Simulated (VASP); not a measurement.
Here is a VASP 6.6.1 calculation.

File POSCAR:

```
CeCr3
1.0
    0.0000000000      3.5206676500      3.5206676500
    3.5206676500      0.0000000000      3.5206676500
    3.5206676500      3.5206676500      0.0000000000
Cr Ce
3 1
Direct
    0.2500000000      0.2500000000      0.2500000000
    0.7500000000      0.7500000000      0.7500000000
    0.5000000000      0.5000000000      0.5000000000
    0.0000000000      0.0000000000      0.0000000000
```

File INCAR.step1:

```
SYSTEM = CeCr3
ALGO = Normal
EDIFF = 1E-4
ENCUT = 520
GGA = PE
ISMEAR = -5
LASPH = .True.
LCHARG = .False.
LMAXMIX = 6
LREAL = .False.
LWAVE = .True.
NBANDS = 32
NELM = 100
PREC = Accurate
SIGMA = 0.0438
```

The input INCAR.step2:

```
SYSTEM = CeCr3
ALGO = Normal
EDIFF = 1E-6
ENCUT = 520
ISIF = 2
ISMEAR = 0
ISTART = 1
LASPH = .True.
LCHARG = .False.
LMAXMIX = 6
LMIXTAU = .True.
LORBIT = 11
LREAL = .False.
LWAVE = .False.
METAGGA = R2SCAN
NBANDS = 32
NELM = 100
PREC = Accurate
SIGMA = 0.0438
```

KPOINTS

```
k-points
0
Gamma
  6 6 6
  0 0 0
```

Potentials or basis: VASP PAW PBE potentials, release 64 (Cr_pv, Ce).

Launch:

```sh
$ cat potpaw_PBE.64/Cr_pv/POTCAR potpaw_PBE.64/Ce/POTCAR > POTCAR
$ cp INCAR.step1 INCAR
$ mpirun -np 1 vasp_std > vasp.out
$ cp INCAR.step2 INCAR
$ mpirun -np 1 vasp_std > vasp.out
```

Q: What does it give for the band gap on the k mesh?

A: None (metal or under the smearing width).

Q: Predict the pressure.

A: -28.6 GPa.

Caveat: a pressure of tens of GPa on the cell as given is suspect, and the run, the potentials or the cell itself is likely at fault; the PAW data sets were made with another functional, which shifts forces and pressure a little; without U or exact exchange the open f shell lies at the Fermi level, which spoils levels, moments and volumes. Spin polarisation is off, so any magnetic state and its effect on volume and gap are missing.
